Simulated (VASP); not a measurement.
These are PW91 GGA, VASP's PBE PAW potentials (set 64) (plane waves; VASP) values and carry that method's errors.

VASP ran on this input.

**KPOINTS**
```
kpoints
0
gamma
8 8 8
```

File POSCAR:
```
Cs
1
   -3.1110000000     3.1110000000     3.1110000000
    3.1110000000    -3.1110000000     3.1110000000
    3.1110000000     3.1110000000    -3.1110000000
Cs
1
Direct
  0.0000000000   0.0000000000   0.0000000000
```

**INCAR**
```
# general
SYSTEM  = Cs
PREC    = Accurate
ENCUT   = 400
LREAL   = .FALSE.   # projection in real space or not
LASPH   = .TRUE.

# electronic loop
EDIFF   = 1E-6   # SCF stop (eV)
NELM    = 100   # most electronic steps
ALGO    = Normal   # blocked Davidson
LMAXMIX = 4

# smearing
ISMEAR  = 1
SIGMA   = 0.1

# functional
GGA     = 91   # PW91

# ions
ISIF    = 2   # forces and stress, cell fixed

# output
LWAVE   = .FALSE.
LCHARG  = .FALSE.
```

POTCAR, in this order: Cs_sv (PBE.64 set). Program: vasp_std.

The resulting files:

File OSZICAR:
```
       N       E                     dE             d eps       ncg     rms          rms(c)
DAV:   1     0.523535439345E+02    0.52354E+02   -0.27291E+03   464   0.650E+02
DAV:   2     0.409116611350E+01   -0.48262E+02   -0.47770E+02   608   0.116E+02
DAV:   3    -0.775219611915E+00   -0.48664E+01   -0.48664E+01   464   0.451E+01
DAV:   4    -0.843480235551E+00   -0.68261E-01   -0.68258E-01   872   0.675E+00
DAV:   5    -0.843520584004E+00   -0.40348E-04   -0.40348E-04   584   0.105E-01    0.223E-01
DAV:   6    -0.842729070609E+00    0.79151E-03   -0.29986E-03   744   0.315E-01    0.128E-01
DAV:   7    -0.843169327648E+00   -0.44026E-03   -0.47706E-03   608   0.411E-01    0.470E-02
DAV:   8    -0.843445660624E+00   -0.27633E-03   -0.42221E-04   640   0.149E-01    0.877E-03
DAV:   9    -0.843450645984E+00   -0.49854E-05   -0.84385E-06   776   0.149E-02    0.341E-03
DAV:  10    -0.843451134972E+00   -0.48899E-06   -0.31569E-06   648   0.814E-03
   1 F= -.84345113E+00 E0= -.84250938E+00  d E =-.282526E-02
```

### OUTCAR
```
------------------------ aborting loop because EDIFF is reached ----------------------------------------
  FORCE on cell =-STRESS in cart. coord.  units (eV):
  Direction    XX          YY          ZZ          XY          YZ          ZX
  --------------------------------------------------------------------------------------
  Total       -0.0535740     -0.0535740     -0.0535740     -0.0000000     -0.0000000      0.0000000
  in kB       -0.7126966     -0.7126966     -0.7126966     -0.0000000     -0.0000000      0.0000000
  external PRESSURE =      -0.7126966 kB  Pullay stress =       0.0000000 kB
  volume of cell :      120.44
      direct lattice vectors                 reciprocal lattice vectors
    -3.111000000  3.111000000  3.111000000     0.000000000  0.160720026  0.160720026
     3.111000000 -3.111000000  3.111000000     0.160720026  0.000000000  0.160720026
     3.111000000  3.111000000 -3.111000000     0.160720026  0.160720026  0.000000000
 POSITION                                       TOTAL-FORCE (eV/Angst)
 -----------------------------------------------------------------------------------
      0.00000      0.00000      0.00000         0.000000      0.000000      0.000000
 -----------------------------------------------------------------------------------
    total drift:                               -0.000000      0.000000      0.000000
  FREE ENERGIE OF THE ION-ELECTRON SYSTEM (eV)
  ---------------------------------------------------
  free  energy   TOTEN  =        -0.8434511350 eV

  energy  without entropy=       -0.8406258752  energy(sigma->0) =       -0.84250938
```
(Selected blocks of OUTCAR.)

The compound is Cs in the bcc structure. The cell was not relaxed at this level. The run is one of a series of settings (GGA = 91 against the base run), some of them coarse on purpose.
